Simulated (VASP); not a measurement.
Given:

```yaml
crystal:
  lattice:
    - [0.00000, 2.45244, 2.45244]
    - [2.45244, 0.00000, 2.45244]
    - [2.45244, 2.45244, 0.00000]
  atoms:
    - { symbol: Y, position: [0.00000, 0.00000, 0.00000] }
    - { symbol: N, position: [0.50000, 0.50000, 0.50000] }
```

The numbers are results of PBE GGA, VASP's PBE PAW potentials (set 64) (plane waves; VASP), not measurements. Numerical set-up: 600 eV cut-off, 8×8×8 Γ-centred mesh, Gaussian smearing of 0.050 eV, potentials Y_sv N.

Each relaxation starts from this cell; other phases were not tried.

**Question.** The cell is relaxed at 2 GPa. What happens?

**Answer.** The volume per atom goes from 14.75 to 14.56 Å³ (-1.3 %), and the cell becomes a = b = c = 4.884 Å, α = β = γ = 90.00°, space group Fm-3m. The gap on the mesh goes from 0.20 to 0.18 eV.

**Question.** The cell is relaxed at 15 GPa. What happens?

**Answer.** The volume per atom goes from 14.75 to 13.62 Å³ (-7.7 %), and the cell becomes a = b = c = 4.776 Å, α = β = γ = 90.00°, space group Fm-3m. The gap on the mesh goes from 0.20 to 0.05 eV.

Failed runs are left out, and for metals the shear rows, which the mesh's noise covers.

The compound is YN in the rock salt structure.
